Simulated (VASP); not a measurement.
Output of a VASP run:

### OSZICAR
```
       N       E                     dE             d eps       ncg     rms          rms(c)
DAV:   1     0.795237811779E+03    0.79524E+03   -0.34750E+04  3080   0.230E+03
DAV:   2     0.355142720428E+02   -0.75972E+03   -0.73261E+03  3344   0.632E+02
DAV:   3    -0.416272127356E+02   -0.77141E+02   -0.76366E+02  3288   0.208E+02
DAV:   4    -0.437776149200E+02   -0.21504E+01   -0.21386E+01  3720   0.335E+01
DAV:   5    -0.438079945984E+02   -0.30380E-01   -0.30377E-01  3168   0.454E+00    0.331E+01
DAV:   6    -0.408593301240E+02    0.29487E+01   -0.18715E+01  3936   0.358E+01    0.222E+01
DAV:   7    -0.408455802466E+02    0.13750E-01   -0.15209E+00  3232   0.123E+01    0.134E+01
DAV:   8    -0.407045197466E+02    0.14106E+00   -0.30397E-01  3320   0.545E+00    0.396E+00
DAV:   9    -0.408924971613E+02   -0.18798E+00   -0.89732E-02  3528   0.332E+00    0.818E-01
DAV:  10    -0.408938739941E+02   -0.13768E-02   -0.92974E-03  3304   0.717E-01    0.161E-01
DAV:  11    -0.408939216133E+02   -0.47619E-04   -0.18727E-04  3752   0.122E-01    0.968E-02
DAV:  12    -0.408939271421E+02   -0.55288E-05   -0.15534E-04  3320   0.834E-02    0.438E-02
DAV:  13    -0.408939209068E+02    0.62353E-05   -0.29007E-05  3616   0.487E-02    0.289E-02
DAV:  14    -0.408939203736E+02    0.53323E-06   -0.50754E-06  2872   0.141E-02
   1 F= -.29559856E+02 E0= -.29559856E+02  d E =-.295599E+02  mag=     0.0000
```

File OUTCAR:
```
------------------------ aborting loop because EDIFF is reached ----------------------------------------
  FORCE on cell =-STRESS in cart. coord.  units (eV):
  Direction    XX          YY          ZZ          XY          YZ          ZX
  --------------------------------------------------------------------------------------
  Total       11.3491423     11.3491423     11.3977969      0.0000000      0.0000000      0.0000000
  in kB      300.3991077    300.3991077    301.6869418      0.0000000      0.0000000      0.0000000
  external PRESSURE =       0.8283857 kB  Pullay stress =     300.0000000 kB
  volume of cell :       60.53
      direct lattice vectors                 reciprocal lattice vectors
     4.409354377  0.000000000  0.000000000     0.226790572  0.000000000  0.000000000
     0.000000000  4.409354377  0.000000000     0.000000000  0.226790572  0.000000000
     0.000000000  0.000000000  3.113328704     0.000000000  0.000000000  0.321199621
 POSITION                                       TOTAL-FORCE (eV/Angst)
 -----------------------------------------------------------------------------------
      0.00000      0.00000      0.00000         0.000000      0.000000      0.000000
      2.20468      2.20468      1.55666         0.000000      0.000000      0.000000
      1.33557      1.33557      0.00000        -0.005611     -0.005611      0.000000
      3.54024      0.86911      1.55666        -0.005611      0.005611     -0.000000
      0.86911      3.54024      1.55666         0.005611     -0.005611      0.000000
      3.07379      3.07379      0.00000         0.005611      0.005611     -0.000000
 -----------------------------------------------------------------------------------
    total drift:                                0.000000      0.000000      0.000000
  FREE ENERGIE OF THE ION-ELECTRON SYSTEM (eV)
  ---------------------------------------------------
  free  energy   TOTEN  =       -40.8939203736 eV

  energy  without entropy=      -40.8939203736  energy(sigma->0) =      -40.89392037
  enthalpy is  TOTEN    =       -29.5598564809 eV   P V=       11.3340638927

 total charge

# of ion       s       p       d       tot
------------------------------------------
    1        0.232   6.260   5.153  11.644
    2        0.232   6.260   5.153  11.644
    3        1.729   4.397   0.000   6.126
    4        1.729   4.397   0.000   6.126
    5        1.729   4.397   0.000   6.126
    6        1.729   4.397   0.000   6.126
--------------------------------------------------
tot          7.381  30.108  10.306  47.795

 magnetization (x)

# of ion       s       p       d       tot
------------------------------------------
    1        0.015   0.014   4.229   4.258
    2       -0.015  -0.014  -4.229  -4.258
    3       -0.005  -0.027   0.000  -0.032
    4        0.005   0.027   0.000   0.032
    5        0.005   0.027   0.000   0.032
    6       -0.005  -0.027   0.000  -0.032
--------------------------------------------------
tot          0.000   0.000   0.000   0.000

 reached required accuracy - stopping structural energy minimisation
```
(Selected blocks of OUTCAR.)

File POSCAR:
```
MnF2
1
    4.4093543774     0.0000000000     0.0000000000
   -0.0000000000     4.4093543774     0.0000000000
    0.0000000000     0.0000000000     3.1133287039
Mn F
2 4
Direct
  1.0000000000   0.0000000000   0.0000000000
  0.5000000000   0.5000000000   0.5000000000
  0.3028940386   0.3028940386   0.0000000000
  0.8028940386   0.1971059614   0.5000000000
  0.1971059614   0.8028940386   0.5000000000
  0.6971059614   0.6971059614   0.0000000000
```

Q: Reconstruct the remaining input files.

A: Several could match; the one computed here: the input of the run itself, LDA (Ceperley-Alder, Perdew-Zunger), plane waves, VASP's LDA PAW potentials (set 64).

**INCAR**
```
ALGO=Normal
EDIFF=1E-6
EDIFFG=-0.02
ENCUT=620
IBRION=2
ISIF=3
ISMEAR=0
ISPIN=2
LASPH=.TRUE.
LCHARG=.FALSE.
LMAXMIX=4
LORBIT=10
LREAL=.FALSE.
LWAVE=.FALSE.
MAGMOM=4.4 -4.4 -0.0 0.0 0.0 -0.0
NELM=100
NSW=40
PREC=Accurate
PSTRESS=300
SIGMA=0.05
SYSTEM=MnF2
```

File KPOINTS:
```
Automatic mesh
0
Gamma
5 5 7
0 0 0
```

POTCAR, in this order: Mn_pv F (LDA.64 set). Program: vasp_std.

The compound is MnF2 in the rutile structure. It was relaxed first under an external pressure of 30 GPa.
